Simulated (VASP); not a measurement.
VASP runs on BaHfO₃ (space group Pm-3m) share one base input (PBE GGA, plane waves, VASP's PBE PAW potentials (set 64)) and change the settings named in each case.

File KPOINTS:
```
Automatic mesh
0
Gamma
6 6 6
0 0 0
```

POSCAR:
```
BaHfO3
1
    4.1224620000     0.0000000000     0.0000000000
    0.0000000000     4.1224620000     0.0000000000
    0.0000000000     0.0000000000     4.1224620000
Ba Hf O
1 1 3
Direct
  0.0000000000   0.0000000000   0.0000000000
  0.5000000000   0.5000000000   0.5000000000
  0.5000000000   0.0000000000   0.5000000000
  0.0000000000   0.5000000000   0.5000000000
  0.5000000000   0.5000000000   0.0000000000
```

INCAR:
```
SYSTEM = BaHfO3
PREC = Accurate; ENCUT = 400; LREAL = .False.
LASPH = .True.
EDIFF = 1E-6; NELM = 100; ALGO = Normal
LMAXMIX = 6
ISMEAR = -1; SIGMA = 0.02
GGA = PE
ISIF = 2
LWAVE = .False.; LCHARG = .False.
```

POTCAR, in this order: Ba_sv Hf_pv O (PBE.64 set). Program: vasp_std.

| change | E(σ→0) (eV/atom) | pressure (GPa) | gap on the mesh (eV) |
|---|---|---|---|
| base run | -8.6981 | 6.05 | 3.67 |
| GGA = PS | -9.1090 | -0.06 | 3.56 |
| GGA_COMPAT = .FALSE., LNONCOLLINEAR = .TRUE., LSORBIT = .TRUE., MAGMOM = 0.0 0.0 0.0 0.0 0.0 0.0 0.0 0.0 0.0 0.0 0.0 0.0 0.0 0.0 0.0, program vasp_ncl | -8.8606 | ___ | 3.56 |
| KPOINTS 1×1×1 Γ-centred mesh | -5.0647 | 51.83 | - |
| LDAU = .TRUE., LDAUJ = 0 0 0, LDAUL = -1 2 -1, LDAUTYPE = 2, LDAUU = 0 1.0 0 | -8.5688 | 7.39 | 3.81 |

**Question.** Fill in the missing entries.

**Answer.** 
- GGA_COMPAT = .FALSE., LNONCOLLINEAR = .TRUE., LSORBIT = .TRUE., MAGMOM = 0.0 0.0 0.0 0.0 0.0 0.0 0.0 0.0 0.0 0.0 0.0 0.0 0.0 0.0 0.0, program vasp_ncl, pressure (GPa): 6.11

Energies of different potentials or functionals have different zeros.  Unless said otherwise, spin-orbit coupling is left out, though it shifts the bands of the heavy elements here. At 400 eV the pressure can carry a Pulay error.

Left out are runs that ran out of time, are held back, or changed the cell or the kind of run, fixed moments of cells without a moment, rows past the twelfth, gaps on odd meshes, pressures of charged cells and columns that move by less than the noise.

The structure is a typed BaHfO3 crystal. The cell was not relaxed at this level, its lattice was scaled by up to 2.5 %.
